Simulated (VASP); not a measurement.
Runs of VASP 6.6.1 on W3C2. It takes space group P-3m1 (No. 164, trigonal). The conventional cell has a = 3.579 Å, b = 3.579 Å, c = 5.569 Å, α = 90.00°, β = 90.00°, γ = 120.00°. Around W (site symmetry -3m) lie 6 C at 2.48 Å. Around W (site symmetry 3m) lie 4 C at 2.16 to 2.23 Å. Around C (site symmetry 3m) lie 7 W at 2.16 to 2.48 Å. The cell was built by a generator and needn't be a form met in nature.

```csv
task,cell,k mesh,cutoff (eV),mesh quality,gap on the mesh (eV),pressure (GPa),largest force (eV/Å)
single point,"P-3m1, 12.36 Å³/atom",6 × 6 × 4,520,not flagged,none,(a),2.29
single point,"P-3m1, 11.75 Å³/atom",15 × 15 × 6,520,not flagged,none,0.9,0.04
relaxation of cell and atoms,relaxed,6 × 6 × 4,600,not flagged,none,-0.1,0.02
single point,"P-3m1, 11.73 Å³/atom",6 × 6 × 4,520,coarse,none,0.9,0.04
```

Alike in all rows: level PBE; potentials or basis VASP PAW PBE potentials, release 64 (W_sv, C); no spin polarisation; smearing gaussian 0.1 eV.

Fill in the values left out.

(a) -1.1.

Caveats: some runs use coarse meshes; forces of over 1 eV/Å show positions far from the minimum, so gaps and moduli don't describe the material at rest (some runs).

A k mesh can miss the band edges, and the runs leave out spin-orbit coupling on W.

A gap of «none» marks a metal or a gap under the smearing width.
